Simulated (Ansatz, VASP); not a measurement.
# Sc: VASP beside Ansatz, part 2 of 2

One calculation is typed for both programs; each brings its own data sets. How far apart do they land? The cell is taken from a series of runs on this material, whose earlier steps may have relaxed, scaled, displaced or heated it; both programs get it as it stands.

VASP 6.6.1 and Ansatz 0.2.0.

So far: The structure; VASP: zone-centre phonons, PBEsol.

## 3. Ansatz: zone-centre phonons, PBEsol

Level of this step: Ansatz beside VASP: Kohn-Sham DFT, plane waves, PBEsol (Ansatz).

Ansatz runs on its PAW soft_1 files.

The same cell, functional, mesh and smearing now go to Ansatz, which takes its cutoff from its data sets.

input.yaml

```yaml
crystal:
  lattice:
    - [3.1465727789, 0.0, 0.0]
    - [-1.5732863895, 2.7250119614, 0.0]
    - [0.0, 0.0, 5.2133592429]
  atoms:
    - { symbol: Sc, position: [0.3333333333, 0.6666666667, 0.25] }
    - { symbol: Sc, position: [0.6666666667, 0.3333333333, 0.75] }
kpoints:
  mp_grid: { grid: [15, 15, 8] }
hamiltonian:
  xc: pbesol
  pseudopotentials: { kind: paw, azcp: { folder: soft_1 }, xc_functional: pbe }
scf:
  occupations: { method: methfessel_paxton, width: 0.2 }
output:
  eigenvalues: true
phonons:
  method: dfpt
```

Launch:

```console
> ansatz run input.yaml --threads 4 --pin off --max-ram 10240MiB --backend cpu --events-out ev --progress --plain --runs-dir out
```

Numbers of over 12 decimals in the logs are rounded to 6 here.

Log:

```text
zone centre: on kpoints.mp_grid the ground state, and the responses unless they are solved on pairs of k-points, stand on 320 of the mesh's 1800 k-points, reduced under 4 symmetry operations, with k and −k counted as one. Each operation leaves every solved displacement unchanged or reverses it
Engine: ansatz 0.2.0, x86_64-unknown-linux-gnu
Pseudopotentials: kind: paw
Pseudopotential: Sc, paw, valence charge 11, recommended cutoff 420 eV (normal), soft_1/Sc.paw.azcp
Functional definition: PBEsol
  exchange = pbesol_x
  correlation = pbesol_c
Crystal: 2 atoms, lattice volume = 44.702 Å³
Basis set: ecut = 420 eV, 881 PW (Γ), exchange–correlation on 48×48×72 points (8 copies of the dense FFT grid, shifted against one another)
Bands: 15, of which v1, the nominal top of the filled ones, is band 11 counted from 1 (10 counted from 0)
Symmetry: 24 space group operations
k-points: 320 of 1800 (irreducible under 4 space group operations, time reversal used)
Non-local potential: Sc, projectors of the file, l = 0: 3, l = 1: 2, l = 2: 3, l = 3: 1
PAW form: soft (Blöchl's): semilocal exchange-correlation on the pseudo side does not see the compensation charge
PAW frozen core: Sc, regenerated for the run's functional, and the local potential with it (the file was generated under x = pbe(κ = 0.804, μ = 0.219515), c = pbe(β = 0.066725))
PAW one-centre angular grid: Sc, 590 points (default); XC on 64 Gauss nodes
Initial density: superposition of atomic densities (chi_scale 0.1, normalization cell)
Initial wavefunctions: pseudopotential atomic-orbital guess
Functional: x = pbesol(κ = 0.804, μ = 0.123457), c = pbesol(β = 0.046)
SCF iter   1: F=—  HF=-4222.816297 eV  |F-HF|=—  |Δ(HF+E_count)|=         —  Δρ=2.59e-2  dr2=3.75e-1  ethr=3.10e-3  ⟨swp⟩=3.1  Hψ=17510  notcnv=0
preconditioner: auto → Kerker (q_TF=auto, 2.424 Å⁻¹)  [metal: Δε(μ)=0.007 eV  Ē_g=2.799 eV  σ=0.200 eV  W_gap=0.03  n_scr=10 (ndim 8)  ℏωp=13.6 eV  f_vac=0.000  D(μ)=4.24/eV (n_scr^D=42)]
SCF iter   2: F=—  HF=-4222.717337 eV  |F-HF|=—  |Δ(HF+E_count)|=   9.90e-2  S|Δr|=    0.00e0  Δρ=1.39e-2  dr2=1.18e-1  ethr=1.70e-3  ⟨swp⟩=2.0  Hψ=8410  notcnv=0
SCF iter   3: F=—  HF=-4222.678986 eV  |F-HF|=—  |Δ(HF+E_count)|=   3.84e-2  S|Δr|=    0.00e0  Δρ=2.60e-3  dr2=1.99e-3  ethr=5.36e-4  ⟨swp⟩=3.0  Hψ=9147  notcnv=0
SCF iter   4: F=—  HF=-4222.679125 eV  |F-HF|=—  |Δ(HF+E_count)|=   1.39e-4  S|Δr|=    0.00e0  Δρ=4.29e-4  dr2=8.85e-5  ethr=9.05e-6  ⟨swp⟩=2.4  Hψ=8257  notcnv=0
SCF iter   5: F=—  HF=-4222.679116 eV  |F-HF|=—  |Δ(HF+E_count)|=   9.15e-6  S|Δr|=    0.00e0  Δρ=1.02e-4  dr2=4.86e-6  ethr=4.02e-7  ⟨swp⟩=2.5  Hψ=7934  notcnv=0
SCF iter   6: F=—  HF=-4222.679113 eV  |F-HF|=—  |Δ(HF+E_count)|=   2.22e-6  S|Δr|=    0.00e0  Δρ=1.24e-5  dr2=4.88e-8  ethr=2.21e-8  ⟨swp⟩=2.0  Hψ=7943  notcnv=0
SCF iter   7: F=—  HF=-4222.679117 eV  |F-HF|=—  |Δ(HF+E_count)|=   3.73e-6  S|Δr|=    0.00e0  Δρ=3.00e-6  dr2=4.21e-9  ethr=2.22e-10  ⟨swp⟩=1.6  Hψ=6971  notcnv=0
SCF iter   8: F=—  HF=-4222.679117 eV  |F-HF|=—  |Δ(HF+E_count)|=  6.92e-10  S|Δr|=    0.00e0  Δρ=2.38e-7  dr2=2.16e-11  ethr=1.91e-11  ⟨swp⟩=2.9  Hψ=8833  notcnv=0
SCF iter   9: F=-4222.679117 eV  HF=-4222.679117 eV  |F-HF|=9.09e-13  |Δ(HF+E_count)|=  9.09e-13  S|Δr|=    0.00e0  Δρ=3.39e-8  dr2=5.73e-13  ethr=1.00e-12  ⟨swp⟩=4.0  Hψ=14676  notcnv=0
SCF 1 converged in 9 iterations: F = -4222.679117 eV  dr2 = 5.73e-13
  greatest PAW one-centre occupation: 0.998 electrons in one spin orbital (limit 2), on the Sc atom at site 1 (counted from 0), in its partial waves of l = 0
DFPT response loops at Γ: preconditioner auto → Kerker (q_TF=auto, 2.424 Å⁻¹) (partly filled bands, converged f_vac=0.000); β = 1.00, the filter's whole step (`scf.mixing.beta` (0.50) is not read by the response loops under this deck's `scf.mixing.preconditioner`; to damp them name `kerker` or `kerker_dos`, under which they read `scf.mixing.beta`, and type it under 1.00, their step now; both keys bind the ground state too); Broyden in place of MSR1
SCF converged after 9 iterations
Stability not checked: this state was not tested for a lower state beside it, because cold or Methfessel-Paxton smearing, or corrected tetrahedra, fill the levels in a way that the test cannot read (fill_not_monotonic; see scf.lower_state_search)
Free energy (F): -4222.679117 eV
Harris-Foulkes:  -4222.679117 eV  (|F-HF|=9.09e-13)
Internal energy: -4222.672921 eV  (E = F + TS)
E sigma→0 (E₀):  -4222.677568 eV
Entropy (-TS):   -0.006196 eV (-3.098 meV/atom)
Fermi energy:    10.180868 eV
--- Per-component energies (eV) ---
  E_band       = -311.262057
  E_kinetic    = 415.889058
  E_local      = -1613.469512  (includes V_loc(G=0)·N_el)
  E_nonlocal   = 288.926132
  E_hartree    = 576.642956
  E_xc         = -169.922101
  E_vxc        = -209.837130  (∫ρ·V_xc dr)
  E_paw        = -1934.572530  (= ΣΔE_a)
  E_vpaw       = -346.056609  (= ΣTr[D̂ρ^β])
  E_aug_tail   = 0.000082  (compensation charges beyond the density's cutoff)
  E_ewald      = -1786.425057
  E_core_change = 0.258050  (= ΣΔE_core)
  E_smearing   = -0.006196  (= −TS)
  E_closure    = -0.000000  (closes the sum)
  Σ components = -4222.679117   (vs F -4222.679117, Δ=0.00e0)
--- Band table (eV; the first three rows and the last of 320) ---
  k-point 0: bands = [... 7 lower, -17.2132, 4.8640, 8.2925, 10.5615, 11.7996, 11.9407, 11.9407, 12.3586]
  k-point 1: bands = [... 7 lower, -17.2157, 4.9700, 8.1437, 10.5387, 11.7297, 11.9107, 11.9107, 12.3078]
  k-point 2: bands = [... 7 lower, -17.2229, 5.2801, 7.7091, 10.5571, 11.5352, 11.8648, 11.8648, 12.1824]
  k-point 319: bands = [... 7 lower, -17.3249, 8.7460, 8.7460, 10.3362, 10.3362, 10.9805, 10.9805, 12.6257]
--- Phonons (Γ-DFPT): 2 representative perturbations + reference, on 320 of 1800 k-points (Σ response iterations 6) ---
  k mesh reduced under 4 symmetry operations, with k and −k counted as one. Each operation leaves every solved displacement unchanged or reverses it
  ASR residual: 1.133e-5 → 0.000e0 eV/Å²; symmetrization residual: 1.803e-10 eV/Å²
  ASR residual per site (eV/Å²): 1.13e-5 1.13e-5
  Γ frequencies (cm⁻¹): 0.00 0.00 0.00 121.30 121.30 215.05
  non-analytic LO–TO correction: not included (Born effective charges unavailable; polar crystals: no LO–TO splitting at Γ)
```

In the SCF lines HF is the Harris–Foulkes energy and dr2 the Hartree energy of the density residual, in eV; the loop may stop once dr2 is under the threshold and the program's other checks hold. Hψ counts applications of the Hamiltonian.

## 4. Side by side

Known differences besides the potentials themselves: the cutoff is 420 eV in Ansatz and 500 eV in VASP; Ansatz makes its cores anew for this functional, VASP keeps those of its PBE data sets. Total energies have different zeros and are not compared.

Compared:

| quantity | Ansatz | VASP | difference |
| --- | --- | --- | --- |
| optical mode 1 to 2 (cm⁻¹) | 121.3 | 122.3 | -0.83 % |
| optical mode 3 (cm⁻¹) | 215.1 | 215.7 | -0.29 % |

Modes are paired by rising frequency, not by their patterns, so a pair may set unlike modes beside each other; they are those without the splitting of longitudinal modes.

## 5. Results

| Property | Result |
| --- | --- |
| r.m.s. difference of the optical zone-centre modes, each program's sorted by frequency (zone-centre phonons, PBEsol) | 0.91 cm⁻¹ |
| difference in optical mode 1 to 2 (zone-centre phonons, PBEsol) | -0.8 % |

**Reading.** The r.m.s. difference of the optical zone-centre modes, each program's sorted by frequency is 0.91 cm⁻¹ (zone-centre phonons, PBEsol). Among the rows given in per cent, the largest difference of the zone-centre phonons, PBEsol pair is in optical mode 1 to 2, -0.8 %. How closely two codes agree says nothing of how well the functional describes the real material.

[Lines on the potential files, build, host, timing and source positions are cut from VASP's logs without a mark.]

[Logs are printed without paths, hosts, clocks, repeated set-up lines and the standing remarks that a program may print on its own settings, such as how far it seeks lower states.]

[Hosts, paths, dates, database ids (printed as entryN), source tags and the programs' standing remarks are cut or masked in the printed files.]
